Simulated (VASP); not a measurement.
Here is the system:

```
CELL_PARAMETERS angstrom
      0.00000     3.26388     3.26388
      3.26388     0.00000     3.26388
      3.26388     3.26388     0.00000
ATOMIC_POSITIONS crystal
  In 0.00000 0.00000 0.00000
  Sb 0.25000 0.25000 0.25000
```

These are r2SCAN+rVV10, VASP's PBE PAW potentials (set 64) (plane waves; VASP) values and carry that method's errors. Settings: 520 eV cut-off, 7×7×7 Γ-centred mesh, Gaussian smearing of 0.050 eV, potentials In_d Sb.

Unless said otherwise, spin-orbit coupling is left out, though it shifts the bands of the heavy elements here.

Q: Predict the energy per atom (σ→0), band gap (on the k-mesh) with the smallest direct gap where there is one.

A: 
```yaml
band gap (on the k-mesh): 0.09 eV
smallest direct gap (on the k-mesh): 0.09 eV
energy per atom (σ→0): -24.081 eV/atom
```

Only differences to runs with the same potentials and settings are physical.

The compound is InSb in the zinc blende structure. It was relaxed first.
